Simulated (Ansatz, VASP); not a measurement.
**Li4W3 in VASP and in Ansatz**

Contents of INCAR:

```
SYSTEM = Li4W3
PREC = Accurate
ENCUT = 600
EDIFF = 1E-6
ISMEAR = 0
SIGMA = 0.1
LREAL = .False.
LASPH = .True.
NELM = 100
ALGO = Normal
ISIF = 3
LWAVE = .False.
LCHARG = .False.
GGA = PE
IBRION = 2
NSW = 100
EDIFFG = -0.01
```

File KPOINTS:

```
Automatic mesh
0
Gamma
  8 8 8
  0 0 0
```

The input POSCAR:

```
Li4W3
1.0
    4.6044569664      0.0000000000      0.0000000000
    0.0000000000      4.6044569664      0.0000000000
    0.0000000000      0.0000000000      4.6044569664
Li W
4 3
Direct
    0.0000000000      0.5000000000      0.5000000000
    0.5000000000      0.0000000000      0.5000000000
    0.5000000000      0.5000000000      0.0000000000
    0.5000000000      0.5000000000      0.5000000000
    0.5000000000      0.0000000000      0.0000000000
    0.0000000000      0.5000000000      0.0000000000
    0.0000000000      0.0000000000      0.5000000000
```

Input for Ansatz:

```yaml
crystal:
  lattice:
    - [4.6044569664, 0.0, 0.0]
    - [0.0, 4.6044569664, 0.0]
    - [0.0, 0.0, 4.6044569664]
  atoms:
    - { symbol: Li, position: [0.0, 0.5, 0.5] }
    - { symbol: Li, position: [0.5, 0.0, 0.5] }
    - { symbol: Li, position: [0.5, 0.5, 0.0] }
    - { symbol: Li, position: [0.5, 0.5, 0.5] }
    - { symbol: W, position: [0.5, 0.0, 0.0] }
    - { symbol: W, position: [0.0, 0.5, 0.0] }
    - { symbol: W, position: [0.0, 0.0, 0.5] }
basis:
  ecutwfc: 420
kpoints:
  mp_grid: { grid: [8, 8, 8] }
hamiltonian:
  xc: pbe
scf:
  occupations: { method: gaussian, width: 0.1 }
output:
  forces: true
  stress: true
  eigenvalues: true
  write_density: true
  write_potential: true
  elf: true
  volumetric_format: npy
relax:
  adjacent_minimum: "off"
  f_tol: 0.01
  max_steps: 80
  cell: { stress_tol: 0.05 }
```

Alike in both runs: task relaxation of cell and atoms; functional PBE; k mesh 8 × 8 × 8; occupations gaussian, width 0.1 eV; no spin polarisation.

|  | VASP | Ansatz |
| --- | --- | --- |
| version | VASP 6.6.1 | Ansatz 0.2.0 |
| potentials or method | VASP PAW PBE potentials, release 64 (Li_sv, W_sv) | scalar-relativistic, plane waves, PAW |
| plane-wave cutoff (eV) | 600 | 420 |
| valence electrons in the cell | 54 | 54 |

VASP gave:

- gap on the k mesh at the Fermi level, each at its own relaxed structure (eV): none
- relaxed volume (Å³/atom): 14.01
- relaxed cell length with the largest relative difference (Å): 4.612

Estimate Ansatz's values.

gap on the k mesh at the Fermi level, each at its own relaxed structure (eV): none; relaxed volume (Å³/atom): 13.99; relaxed cell length with the largest relative difference (Å): 4.609.

A gap of «none» marks a metal or a gap that the smearing closes.

Caveats: the cutoff is under 1.25 times the usual one of these potentials, so pressure, stress and relaxed cells hold a basis-set (Pulay) error (VASP). The runs have no spin-orbit coupling, so splittings on W are missing.
